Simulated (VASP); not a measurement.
Method: optB86b-vdW, VASP's PBE PAW potentials (set 64) (plane waves; VASP 6.6.1).

VASP ran on this input.

### INCAR
```
SIGMA = 0.1
AGGAC = 0.0
LUSE_VDW = .True.
ISMEAR = 1   ! Methfessel-Paxton
NELM = 100
LCHARG = .False.
SYSTEM = GdN
GGA = MK
PARAM1 = 0.1234
ENCUT = 520   ! plane-wave cut-off (eV)
LMAXMIX = 6   ! l cut-off of mixed one-centre charges
LWAVE = .False.
ALGO = Normal   ! blocked Davidson
ISIF = 2   ! forces and stress, cell fixed
PARAM2 = 1.0
EDIFF = 1E-7   ! SCF stop (eV)
PREC = Accurate
LREAL = .False.
LASPH = .True.   ! aspherical one-centre terms
```

### KPOINTS
```
Regular mesh
0
G
13 13 13
```

**POSCAR**
```
GdN
1
    0.0000000000     2.4512512022     2.4512512022
    2.4512512022     0.0000000000     2.4512512022
    2.4512512022     2.4512512022     0.0000000000
Gd N
1 1
Direct
  0.0000000000   0.0000000000   0.0000000000
  0.5000000000   0.5000000000   0.5000000000
```

POTCAR, in this order: Gd_3 N (PBE.64 set). Program: vasp_std.

Task: What will the output report for the number of irreducible k-points (NKPTS), largest plane-wave count, number of space-group operations, FFT grid (NGX, NGY, NGZ)?

Result: 
```yaml
number of irreducible k-points (NKPTS): 84
largest_plane_wave_count: 821
number_of_space_group_operations: 48
FFT grid (NGX, NGY, NGZ): 28 × 28 × 28
```

The compound is GdN in the rock salt structure. This cell is one point of a volume scan, at 0.97 of the reference volume. The 4f electrons are frozen in the core of the lanthanide potential, so 4f levels, which can set the real gap, and their magnetism are missing.
